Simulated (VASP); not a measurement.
Input for VASP

KPOINTS:
```
Automatic
0
G
  7 7 4
```

File POSCAR:
```
PtS2
1
    1.7700000000    -3.0657300000     0.0000000000
    1.7700000000     3.0657300000     0.0000000000
    0.0000000000     0.0000000000     5.0400000000
Pt S
1 2
Direct
  0.0000000000   0.0000000000   0.0000000000
  0.3333330000   0.6666670000   0.2300000000
  0.6666670000   0.3333330000   0.7700000000
```

### INCAR
```
# general
SYSTEM  = PtS2
PREC    = Accurate
ENCUT   = 400
LREAL   = .FALSE.
LASPH   = .TRUE.

# electronic loop
EDIFF   = 1E-6
NELM    = 100
ALGO    = Normal
LMAXMIX = 6

# smearing
ISMEAR  = 0
SIGMA   = 0.05

# functional
GGA     = PE

# ions
ISIF    = 2

# output
LWAVE   = .FALSE.
LCHARG  = .FALSE.
```

POTCAR, in this order: Pt S (PBE.64 set). Program: vasp_std.

Task: Write an equivalent input for Ansatz.

Result: One equivalent input (not run):
Ansatz 0.2 input:
```yaml
crystal:
  lattice:
    - [1.7700000, -3.0657300, 0.0000000]
    - [1.7700000, 3.0657300, 0.0000000]
    - [0.0000000, 0.0000000, 5.0400000]
  atoms:
    - { symbol: Pt, position: [0.0000000, 0.0000000, 0.0000000] }
    - { symbol: S, position: [0.3333330, 0.6666670, 0.2300000] }
    - { symbol: S, position: [0.6666670, 0.3333330, 0.7700000] }
kpoints:
  mp_grid: { grid: [7, 7, 4] }
hamiltonian:
  xc: pbe
  pseudopotentials: { kind: paw }
scf:
  occupations: { method: gaussian, width: 0.05 }
  max_iter: 100
output: { forces: true, stress: true, eigenvalues: true }
```
The two are equivalent in intent, not identical: each code has its own PAW files, so the cut-off isn't converted (ENCUT is set for VASP's; basis.ecutwfc is left out, and Ansatz then takes the one that its files recommend); Ansatz stops its SCF on the density residual and VASP on the energy change (EDIFF).

The compound is PtS2 in the 1T layered structure. The cell was not relaxed at this level.
